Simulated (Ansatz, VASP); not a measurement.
# One calculation of Li3SeBr, two programs

INCAR

```
SYSTEM = Li3SeBr
  PREC = Accurate
  ENCUT = 520
  EDIFF = 1E-6
  ISMEAR = 0
  SIGMA = 0.05
  LREAL = .FALSE.
  LASPH = .TRUE.
  NELM = 60
  ALGO = Normal
  ISIF = 2
  LWAVE = .FALSE.
  LCHARG = .FALSE.
  GGA = PE
  NBANDS = 19
```

KPOINTS

```
Automatic mesh
0
G
  4 4 4
  0 0 0
```

POSCAR

```
Li3SeBr
1.0
    5.4800000000      0.0000000000      0.0000000000
    0.0000000000      5.4800000000      0.0000000000
    0.0000000000      0.0000000000      5.4800000000
Br Se Li
1 1 3
Direct
    0.0000000000      0.0000000000      0.0000000000
    0.5000000000      0.5000000000      0.5000000000
    0.5000000000      0.5000000000      0.0000000000
    0.5000000000      0.0000000000      0.5000000000
    0.0000000000      0.5000000000      0.5000000000
```

Input for Ansatz:

```yaml
crystal:
  lattice:
    - [5.48, 0.0, 0.0]
    - [0.0, 5.48, 0.0]
    - [0.0, 0.0, 5.48]
  atoms:
    - { symbol: Br, position: [0.0, 0.0, 0.0] }
    - { symbol: Se, position: [0.5, 0.5, 0.5] }
    - { symbol: Li, position: [0.5, 0.5, 0.0] }
    - { symbol: Li, position: [0.5, 0.0, 0.5] }
    - { symbol: Li, position: [0.0, 0.5, 0.5] }
basis:
  ecutwfc: 420
kpoints:
  mp_grid: { grid: [4, 4, 4] }
hamiltonian:
  xc: pbe
scf:
  occupations: { method: gaussian, width: 0.05 }
output:
  forces: true
  stress: true
  eigenvalues: true
```

The cell comes from a database or a generator and needn't be the stable form of this composition.

Alike in both runs: task single point; functional PBE; k mesh 4 × 4 × 4; occupations gaussian, width 0.05 eV; no spin polarisation.

```csv
,VASP,Ansatz
version,VASP 6.6.1,Ansatz 0.2.0
potentials or method,"VASP PAW PBE potentials, release 64 (Br, Se, Li_sv)","scalar-relativistic, plane waves, PAW"
plane-wave cutoff (eV),520,420
valence electrons in the cell,22,32
```

Ansatz gave:

```
gap on the k mesh at the Fermi level (eV) : 2.60
least direct gap on the mesh (eV)         : 2.73
```

Which values does VASP return?

gap on the k mesh at the Fermi level (eV): 2.61; least direct gap on the mesh (eV): 2.73.

The two sets of potentials don't hold the same shells in valence.

 A k mesh can miss the band edges. A hybrid or GW would open this gap; PBE tends to underestimate it.
